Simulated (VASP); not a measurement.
# AlN₂H₄Br: harmonic vibrations of a molecule

AlN₂H₄Br, molecule in box, 8 atoms in the cell. PBE, harmonic vibrations; PAW potentials N, Al, Br, H (PBE set).

## Input

INCAR.step1:
```
SYSTEM = AlH4BrN2
PREC     = Accurate       ! precision mode
ENCUT    = 400            ! plane-wave cutoff, eV
EDIFF    = 1E-8           ! SCF threshold, eV
ISMEAR   = 0              ! smearing method
SIGMA    = 0.01           ! smearing width, eV
ISYM     = 0            
LREAL    = .False.        ! projectors in reciprocal space
LASPH    = .True.         ! aspherical terms in the spheres
NELM     = 100            ! most SCF steps
ALGO     = Normal         ! electronic algorithm
LWAVE    = .False.        ! write WAVECAR
LCHARG   = .False.        ! write CHGCAR
IBRION   = 2              ! ionic algorithm
NSW      = 60             ! ionic steps
ISIF     = 2              ! what is computed and relaxed
EDIFFG   = -0.002         ! ionic threshold
POTIM    = 0.5            ! step
```

INCAR.step2, as INCAR.step1 but for:
```
- IBRION = 2
- NSW = 60
- ISIF = 2
- EDIFFG = -0.002
- POTIM = 0.5
+ IBRION = 5
+ NFREE = 2
+ POTIM = 0.015
+ NSW = 1
```

KPOINTS:
```
k-points
0
Gamma
  1 1 1
```

POSCAR.step1:
```
AlH4BrN2
1.0
   11.0000000000      0.0000000000      0.0000000000
    0.0000000000     14.0000000000      0.0000000000
    0.0000000000      0.0000000000     13.0000000000
N Al Br H
2 1 1 4
Direct
    0.4784272700      0.6160071400      0.5236269200
    0.5537454500      0.4108142900      0.5860500000
    0.4880363600      0.4926357100      0.4998807700
    0.4116636400      0.4361571400      0.3505500000
    0.4407818200      0.6628071400      0.4742653800
    0.5088545500      0.6497571400      0.5869115400
    0.5907000000      0.4269357100      0.6546807700
    0.5591545500      0.3401928600      0.5724423100
```

Commands (each step's output is kept before the next begins):
```
cat potpaw_PBE.64/N/POTCAR potpaw_PBE.64/Al/POTCAR potpaw_PBE.64/Br/POTCAR potpaw_PBE.64/H/POTCAR > POTCAR
cp INCAR.step1 INCAR
cp POSCAR.step1 POSCAR
mpirun -np 8 vasp_gam > vasp.out
cp CONTCAR POSCAR
cp INCAR.step2 INCAR
mpirun -np 8 vasp_gam > vasp.out
```

## Result

- Vibrations (cm⁻¹; a negative value is imaginary): 3601, 3599, 3514, 3511, 1520, 1510, 877, 770, 676, 609, 368, 365, 315, 300, 235, 218, 173, 146
- Zero-point energy (eV): 1.383
- Translations and rotations, which should read zero (cm⁻¹): -9, -6, -3, 1, 13, 20
- Vibrational entropy at 298 K (meV/K): 0.653
- Displaced cells: 48
- Ionic steps, all stages: 74
- Electronic steps, all stages: 1308

VASP 6.6.1 took 1621 s on 8 cores (AMD EPYC 7R43 (Zen 3)), a shared host.
